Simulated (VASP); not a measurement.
# TaF4 (F-43m) in VASP: notebook

The runs below take TaF4 through single point, relaxation of cell and atoms, with PBE.

Program: VASP 6.6.1. These are calculated values, not measurements. Logs are shortened: lines on timing, memory, paths and dates and some standing lists are left out, and cuts for length are marked.

### 1 The cell of the first run

The structure is cubic, space group F-43m (No. 216). The conventional cell has a = 6.064 Å, b = 6.064 Å, c = 6.064 Å, α = 90.00°, β = 90.00°, γ = 90.00°. Ta (site symmetry -43m) is surrounded by 12 F at 2.51 Å. F (site symmetry 3m) is surrounded by 6 F at 2.14 Å.

The cell was built by a generator and needn't be a form met in nature.

### 2 Single point, PBE (random cell by space group and Wyckoff sites (F-43m, No. 216))

Contents of INCAR:

```
PREC = Accurate
ENCUT = 520
EDIFF = 1E-6
ISMEAR = 0
SIGMA = 0.1
LREAL = False
LASPH = True
NELM = 80
ALGO = Normal
ISIF = 2
LWAVE = False
LCHARG = True
GGA = PE
LELF = True
LVHAR = True
NBANDS = 28
```

Contents of KPOINTS:

```
Automatic mesh
0
Gamma
  10 10 10
```

Contents of POSCAR:

```
TaF4
1.0
    0.0000000000      3.0320899593      3.0320899593
    3.0320899593      0.0000000000      3.0320899593
    3.0320899593      3.0320899593      0.0000000000
Ta F
1 4
Direct
    0.5000000000      0.5000000000      0.5000000000
    0.3751102299      0.8749632567      0.8749632567
    0.8749632567      0.3751102299      0.8749632567
    0.8749632567      0.8749632567      0.3751102299
    0.8749632567      0.8749632567      0.8749632567
```

Potentials or basis: VASP PAW PBE potentials, release 64 (Ta_pv, F).

On the command line:

```console
$ cat potpaw_PBE.64/Ta_pv/POTCAR potpaw_PBE.64/F/POTCAR > POTCAR
$ mpirun -np 1 vasp_std > vasp.out
```

OUTCAR:

```text
PREC = Accurate
   ENCUT = 520
   EDIFF = 1E-6
   ISMEAR = 0
   LREAL = False
   LASPH = True
   NELM = 80
   ISIF = 2
   GGA = PE

 ion  position               nearest neighbor table
   1  0.500  0.500  0.500-   2 2.51   3 2.51   4 2.51   2 2.51   3 2.51   5 2.51   2 2.51   4 2.51
                             5 2.51   3 2.51   4 2.51   5 2.51
   2  0.375  0.875  0.875-   1 2.51   1 2.51   1 2.51
   3  0.875  0.375  0.875-   1 2.51   1 2.51   1 2.51
   4  0.875  0.875  0.375-   1 2.51   1 2.51   1 2.51
   5  0.875  0.875  0.875-   1 2.51   1 2.51   1 2.51

  LATTYP: Found a face centered cubic cell.
 ALAT       =     6.0641799186

  Lattice vectors:

 A1 = (   0.0000000000,   3.0320899593,   3.0320899593)
 A2 = (   3.0320899593,   0.0000000000,   3.0320899593)
 A3 = (   3.0320899593,   3.0320899593,   0.0000000000)

Analysis of symmetry for initial positions (statically):
=====================================================================
 Subroutine PRICEL returns:
 Original cell was already a primitive cell.

 Routine SETGRP: Setting up the symmetry group for a
 face centered cubic supercell.

 Subroutine GETGRP returns: Found 24 space group operations
 (whereof 24 operations were pure point group operations)
 out of a pool of 48 trial point group operations.

The static configuration has the point symmetry T_d .

Analysis of symmetry for dynamics (positions and initial velocities):
=====================================================================
 Subroutine PRICEL returns:
 Original cell was already a primitive cell.

 Routine SETGRP: Setting up the symmetry group for a
 face centered cubic supercell.

 Subroutine GETGRP returns: Found 24 space group operations
 (whereof 24 operations were pure point group operations)
 out of a pool of 48 trial point group operations.

The dynamic configuration has the point symmetry T_d .

 Subroutine INISYM returns: Found 24 space group operations
 (whereof 24 operations are pure point group operations),
 and found     1 'primitive' translations

----------------------------------------------------------------------------------------

                                     Primitive cell

  volume of cell :      55.7515

  direct lattice vectors                    reciprocal lattice vectors
     0.000000000  3.032089959  3.032089959    -0.164902759  0.164902759  0.164902759
[... 93 lines left out ...]
   LREAL  =      F    real-space projection
   EDIFFG = 0.1E-04   stopping-criterion for IOM
   NSW    =      0    number of steps for IOM
   IBRION =     -1    ionic relax: 0-MD 1-quasi-New 2-CG
   NFREE  =      0    steps in history (QN), initial steepest desc. (CG)
   ISIF   =      2    stress and relaxation
   ISYM   =      2    0-nonsym 1-usesym 2-fastsym
   POTIM  = 0.5000    time-step for ionic-motion
   TEBEG  =    0.0;   TEEND  =   0.0 temperature during run
   PSTRESS=    0.0 pullay stress
   NELECT =      39.0000    total number of electrons
   NUPDOWN=      -1.0000    fix difference up-down
   EMIN   =  10.00;   EMAX   =-10.00  energy-range for DOS
   EFERMI =   0.00;   METHOD = LEGACY
   ISMEAR =     0;   SIGMA  =   0.10  broadening in eV -4-tet -1-fermi 0-gaus
   EFERMI_NEDOS =   21; number of points for ismear=-14 and -15
   IALGO  =     38    algorithm
   IMIX   =      4    mixing-type and parameters
     AMIX     =   0.40;   BMIX     =  1.00
     AMIX_MAG =   1.60;   BMIX_MAG =  1.00
  volume/ion in A,a.u.               =      11.15        75.25
  Fermi-wavevector in a.u.,A,eV,Ry     =   1.453263  2.746269 28.735151  2.111974
  Thomas-Fermi vector in A             =   2.570550
   LORBIT       =      0    0 simple, 1 ext, 2 COOP (PROOUT), +10 PAW based schemes
   GGA     = PE    functional components
   LHFCALC =     F    Hartree Fock is set to
   AEXX    =    0.0000 exact exchange contribution
   IVDW    =     0    specifies the selected vdW correction
   LEPSILON=     F    determine dielectric tensor
   LRPA    =     F    only Hartree local field effects (RPA)
 non-spin polarized calculation
 Gauss-broadening in eV      SIGMA  =   0.10
  energy-cutoff  :      520.00
  volume of cell :       55.75
 maximum number of plane-waves:      1524
   NGX = 15   NGY = 15   NGZ = 15

 number of electron      39.0000043 magnetization

 Free energy of the ion-electron system (eV)
  ---------------------------------------------------
  ext. energy  EPLUGINS =         0.00000000
  ---------------------------------------------------
  free energy    TOTEN  =       -22.91575823 eV

  energy without entropy =      -22.89025580  energy(sigma->0) =      -22.90300701

 E-fermi :   3.3593     XC(G=0): -11.0183

 val. band max:        3.3442844512   @ k =   0.5000   0.3000   0.0000
 cond. band min:       3.3598796441   @ k =   0.4000   0.4000   0.0000
 fundamental gap:      0.0155951929
 Fermi energy:         3.3593095639

 k-point     1 :       0.0000    0.0000    0.0000
  band No.  band energies     occupation
      1     -34.2492      2.00000
      2     -34.2492      2.00000
      3     -34.2492      2.00000
      4     -21.2134      2.00000
      5     -18.4470      2.00000
      6     -18.4470      2.00000
[... 733 lines left out ...]
     27      13.6725      0.00000
     28      14.2904      0.00000

 [... further k-points ...]

------------------------ aborting loop because EDIFF is reached ----------------------------------------

  FORCE on cell =-STRESS in cart. coord.  units (eV):
  Direction    XX          YY          ZZ          XY          YZ          ZX
  --------------------------------------------------------------------------------------
  -------------------------------------------------------------------------------------
  Total       -0.1181105     -0.1181105     -0.1181105      0.0000000      0.0000000      0.0000000
  in kB       -3.3942413     -3.3942413     -3.3942413      0.0000000      0.0000000      0.0000000
  external PRESSURE =      -3.3942413 kB  Pullay stress =       0.0000000 kB

 VOLUME and BASIS-vectors are now :
 -----------------------------------------------------------------------------
  energy-cutoff  :      520.00
  volume of cell :       55.75
      direct lattice vectors                 reciprocal lattice vectors
     0.000000000  3.032089959  3.032089959    -0.164902759  0.164902759  0.164902759
     3.032089959  0.000000000  3.032089959     0.164902759 -0.164902759  0.164902759
     3.032089959  3.032089959  0.000000000     0.164902759  0.164902759 -0.164902759

 POSITION                                       TOTAL-FORCE (eV/Angst)
 -----------------------------------------------------------------------------------
      3.03209      3.03209      3.03209        -0.000000     -0.000000     -0.000000
      5.30593      3.79034      3.79034         0.008700     -0.008700     -0.008700
      3.79034      5.30593      3.79034        -0.008700      0.008700     -0.008700
      3.79034      3.79034      5.30593        -0.008700     -0.008700      0.008700
      5.30593      5.30593      5.30593         0.008700      0.008700      0.008700
 -----------------------------------------------------------------------------------
    total drift:                               -0.000000     -0.000000     -0.000000

  FREE ENERGIE OF THE ION-ELECTRON SYSTEM (eV)
  ---------------------------------------------------
  free  energy   TOTEN  =       -22.9157582310 eV

  energy  without entropy=      -22.8902557964  energy(sigma->0) =      -22.90300701
```

OSZICAR:

```text
N       E                     dE             d eps       ncg     rms          rms(c)
DAV:   1     0.322282584288E+03    0.32228E+03   -0.22857E+04  2632   0.141E+03
DAV:   2    -0.160697005191E+02   -0.33835E+03   -0.32700E+03  3168   0.389E+02
DAV:   3    -0.335683008346E+02   -0.17499E+02   -0.17378E+02  2904   0.889E+01
[... 12 lines left out ...]
DAV:  16    -0.229160622505E+02    0.79475E-03   -0.71107E-04  2732   0.128E-01    0.110E-01
DAV:  17    -0.229158207382E+02    0.24151E-03   -0.31279E-04  2760   0.905E-02    0.466E-02
DAV:  18    -0.229157618105E+02    0.58928E-04   -0.10283E-04  2812   0.492E-02    0.121E-02
DAV:  19    -0.229157586410E+02    0.31695E-05   -0.20045E-05  2796   0.236E-02    0.600E-03
DAV:  20    -0.229157582310E+02    0.41003E-06   -0.21714E-06  1524   0.849E-03
   1 F= -.22915758E+02 E0= -.22903007E+02  d E =-.255024E-01
```

Wall time 70 s (1 thread of Intel Xeon Platinum 8488C (Sapphire Rapids), shared host); peak memory 0.2 GiB.

What came out:

- Free energy: -22.9158 eV
- Pressure: -0.3 GPa
- Largest force: 0.015 eV/Å
- Band gap on the k mesh: none (metal or under the smearing width)

Forces on the atoms (eV/Å):
```
Ta   0.000  0.000  0.000
F    0.009 -0.009 -0.009
F   -0.009  0.009 -0.009
F   -0.009 -0.009  0.009
F    0.009  0.009  0.009
```

Caveat: an odd number of electrons without spin polarisation forces a metal; a magnetic or distorted state may lie lower. The run has no spin-orbit coupling, so splittings on Ta are missing.

### 3 Relaxation of cell and atoms, PBE (random cell by space group and Wyckoff sites (F-43m, No. 216))

Contents of INCAR:

```
SYSTEM = TaF4
ALGO     = Normal         ! electronic algorithm
EDIFF    = 1E-6           ! SCF threshold, eV
EDIFFG   = -0.01          ! ionic threshold
ENCUT    = 600            ! plane-wave cutoff, eV
GGA      = PE             ! functional
IBRION   = 2              ! ionic algorithm
ISIF     = 3              ! what is computed and relaxed
ISMEAR   = 0              ! smearing method
LASPH    = .True.         ! aspherical terms in the spheres
LCHARG   = .False.        ! write CHGCAR
LREAL    = .False.        ! projectors in reciprocal space
LWAVE    = .False.        ! write WAVECAR
NELM     = 100            ! most SCF steps
NSW      = 100            ! ionic steps
PREC     = Accurate       ! precision mode
SIGMA    = 0.1            ! smearing width, eV
```

Contents of KPOINTS:

```
k-points
0
Gamma
  10 10 10
  0 0 0
```

POSCAR is that of step 2.

Potentials or basis: VASP PAW PBE potentials, release 64 (Ta_pv, F).

On the command line:

```console
$ cat potpaw_PBE.64/Ta_pv/POTCAR potpaw_PBE.64/F/POTCAR > POTCAR
$ mpirun -np 1 vasp_std > vasp.out
```

Wall time 2.1 min (1 thread of Intel Xeon Platinum 8488C (Sapphire Rapids), shared host); peak memory 0.24 GiB.

The run converged. Its results:

```yaml
Free_energy: -22.9217 eV
Relaxed_volume: 11.12 Å³/atom
Relaxed_cell: a = 4.284 Å, b = 4.284 Å, c = 4.284 Å, α = 60.00°, β = 60.00°, γ = 60.00°
Space_group_after_relaxing_to_0.05_Å: F-43m (No. 216)
Energy_gained_by_relaxing: 0.0 meV/atom
Ionic_steps: 3
Pressure_after_relaxing: 0.0 GPa
Largest_force_after_relaxing: 0.006 eV/Å
Band_gap_on_the_k_mesh: none (metal or under the smearing width)
```

Forces in eV/Å, atoms in the order of the input:
```
Ta   0.000  0.000  0.000
F   -0.003  0.003  0.003
F    0.003 -0.003  0.003
F    0.003  0.003 -0.003
F   -0.003 -0.003 -0.003
```

Step by step:
| step | energy change (eV) | largest force (eV/Å) | pressure (GPa) | volume (Å³) |
| --- | --- | --- | --- | --- |
| 1 | 0.0000 | 0.0145 | -0.38 | 55.75 |
| 2 | -0.0002 | 0.0139 | 0.12 | 55.54 |
| 3 | -0.0002 | 0.0059 | -0.01 | 55.60 |

Final structure:
```
Ta F
1.0
     0.00000    3.02931    3.02931
     3.02931    0.00000    3.02931
     3.02931    3.02931    0.00000
Ta F
1 4
Direct
  0.50000 0.50000 0.50000
  0.37497 0.87501 0.87501
  0.87501 0.37497 0.87501
  0.87501 0.87501 0.37497
  0.87501 0.87501 0.87501
```

Levels at points of the mesh, in eV from the Fermi level:
```
           k point  band 16  band 17  band 18  band 19  band 20  band 21  band 22  band 23
(0.00, 0.00, 0.00)    -2.01    -0.48    -0.48    -0.48     0.18     0.76     0.76     0.76
(0.50, 0.00, 0.00)    -3.07    -1.99    -0.71    -0.71    -0.38     1.04     1.04     1.38
(0.50, 0.50, 0.00)    -3.72    -3.72    -0.83    -0.83     0.15     0.50     0.50     0.51
```

Caveat: an odd number of electrons without spin polarisation forces a metal; a magnetic or distorted state may lie lower.

### 4 Single point, PBE (random cell by space group and Wyckoff sites (F-43m, No. 216))

Contents of INCAR:

```
SYSTEM = TaF4
ALGO = Normal
EDIFF = 1E-7
ENCUT = 520
GGA = PE
ISIF = 2
ISMEAR = 0
LASPH = .TRUE.
LCHARG = .FALSE.
LREAL = .FALSE.
LWAVE = .FALSE.
NBANDS = 28
NELM = 100
PREC = Accurate
SIGMA = 0.1
```

Contents of KPOINTS:

```
k-points
0
G
  6 6 6
  0 0 0
```

Contents of POSCAR:

```
TaF4
1.0
    0.0000000000      3.0320899593      3.0320899593
    3.0320899593      0.0000000000      3.0320899593
    3.0320899593      3.0320899593      0.0000000000
Ta F
1 4
Direct
    0.5000000000      0.5000000000      0.5000000000
    0.1250367433      0.6248897701      0.1250367433
    0.1250367433      0.1250367433      0.1250367433
    0.6248897701      0.1250367433      0.1250367433
    0.1250367433      0.1250367433      0.6248897701
```

Potentials or basis: VASP PAW PBE potentials, release 64 (Ta_pv, F).

On the command line:

```console
$ cat potpaw_PBE.64/Ta_pv/POTCAR potpaw_PBE.64/F/POTCAR > POTCAR
$ mpirun -np 1 vasp_std > vasp.out
```

OUTCAR:

```text
SYSTEM = TaF4
   EDIFF = 1E-7
   ENCUT = 520
   GGA = PE
   ISIF = 2
   ISMEAR = 0
   LASPH = .TRUE.
   LREAL = .FALSE.
   NELM = 100
   PREC = Accurate

 ion  position               nearest neighbor table
   1  0.500  0.500  0.500-   2 2.51   3 2.51   5 2.51   3 2.51   4 2.51   5 2.51   2 2.51   3 2.51
                             4 2.51   2 2.51   4 2.51   5 2.51
   2  0.125  0.625  0.125-   1 2.51   1 2.51   1 2.51
   3  0.125  0.125  0.125-   1 2.51   1 2.51   1 2.51
   4  0.625  0.125  0.125-   1 2.51   1 2.51   1 2.51
   5  0.125  0.125  0.625-   1 2.51   1 2.51   1 2.51

  LATTYP: Found a face centered cubic cell.
 ALAT       =     6.0641799186

  Lattice vectors:

 A1 = (   0.0000000000,   3.0320899593,   3.0320899593)
 A2 = (   3.0320899593,   0.0000000000,   3.0320899593)
 A3 = (   3.0320899593,   3.0320899593,   0.0000000000)

Analysis of symmetry for initial positions (statically):
=====================================================================
 Subroutine PRICEL returns:
[... 168 lines left out ...]

 E-fermi :   3.3568     XC(G=0): -11.0176

 val. band max:        3.3560856101   @ k =   0.5000   0.3333   0.1667
 cond. band min:       3.3919141205   @ k =   0.5000   0.3333   0.0000
 fundamental gap:      0.0358285104
 Fermi energy:         3.3567543123

 k-point     1 :       0.0000    0.0000    0.0000
  band No.  band energies     occupation
      1     -34.2483      2.00000
      2     -34.2483      2.00000
      3     -34.2483      2.00000
      4     -21.2123      2.00000
      5     -18.4459      2.00000
      6     -18.4459      2.00000
[... 485 lines left out ...]
     27      13.5833      0.00000
     28      13.6740      0.00000

------------------------ aborting loop because EDIFF is reached ----------------------------------------

  FORCE on cell =-STRESS in cart. coord.  units (eV):
  Direction    XX          YY          ZZ          XY          YZ          ZX
  --------------------------------------------------------------------------------------
  -------------------------------------------------------------------------------------
  Total       -0.1138170     -0.1138170     -0.1138170     -0.0000000     -0.0000000      0.0000000
  in kB       -3.2708572     -3.2708572     -3.2708572     -0.0000000     -0.0000000      0.0000000
  external PRESSURE =      -3.2708572 kB  Pullay stress =       0.0000000 kB

 VOLUME and BASIS-vectors are now :
 -----------------------------------------------------------------------------
  energy-cutoff  :      520.00
  volume of cell :       55.75
      direct lattice vectors                 reciprocal lattice vectors
     0.000000000  3.032089959  3.032089959    -0.164902759  0.164902759  0.164902759
     3.032089959  0.000000000  3.032089959     0.164902759 -0.164902759  0.164902759
     3.032089959  3.032089959  0.000000000     0.164902759  0.164902759 -0.164902759

 POSITION                                       TOTAL-FORCE (eV/Angst)
 -----------------------------------------------------------------------------------
      3.03209      3.03209      3.03209         0.000000      0.000000      0.000000
      2.27384      0.75825      2.27384         0.009674     -0.009674      0.009674
      0.75825      0.75825      0.75825        -0.009674     -0.009674     -0.009674
      0.75825      2.27384      2.27384        -0.009674      0.009674      0.009674
      2.27384      2.27384      0.75825         0.009674      0.009674     -0.009674
 -----------------------------------------------------------------------------------
    total drift:                                0.000000      0.000000      0.000000

  FREE ENERGIE OF THE ION-ELECTRON SYSTEM (eV)
  ---------------------------------------------------
  free  energy   TOTEN  =       -22.9150523314 eV

  energy  without entropy=      -22.8870644258  energy(sigma->0) =      -22.90105838
```

OSZICAR:

```text
N       E                     dE             d eps       ncg     rms          rms(c)
DAV:   1     0.317997118002E+03    0.31800E+03   -0.23087E+04   896   0.141E+03
DAV:   2    -0.161341040182E+02   -0.33413E+03   -0.32263E+03  1064   0.387E+02
DAV:   3    -0.335618360388E+02   -0.17428E+02   -0.17318E+02  1000   0.876E+01
[... 12 lines left out ...]
DAV:  16    -0.229153474648E+02    0.35347E-03   -0.24644E-04   940   0.793E-02    0.106E-01
DAV:  17    -0.229151636443E+02    0.18382E-03   -0.13431E-04   972   0.582E-02    0.623E-02
DAV:  18    -0.229150535973E+02    0.11005E-03   -0.23264E-04   924   0.727E-02    0.101E-02
DAV:  19    -0.229150522471E+02    0.13502E-05   -0.14402E-05   928   0.224E-02    0.219E-03
DAV:  20    -0.229150523314E+02   -0.84278E-07   -0.70838E-08   612   0.201E-03
   1 F= -.22915052E+02 E0= -.22901058E+02  d E =-.279879E-01
```

It took 30 s on 1 thread of Intel Xeon Platinum 8488C (Sapphire Rapids), shared host; peak memory 0.18 GiB.

Results:

```
Free energy            : -22.9151 eV
Pressure               : -0.3 GPa
Largest force          : 0.017 eV/Å
Band gap on the k mesh : none (metal or under the smearing width)
```

Forces on the atoms (eV/Å):
```
Ta   0.000  0.000  0.000
F    0.010 -0.010  0.010
F   -0.010 -0.010 -0.010
F   -0.010  0.010  0.010
F    0.010  0.010 -0.010
```

Caveat: an odd number of electrons without spin polarisation forces a metal; a magnetic or distorted state may lie lower.

(Continued in part 2 of 2.)
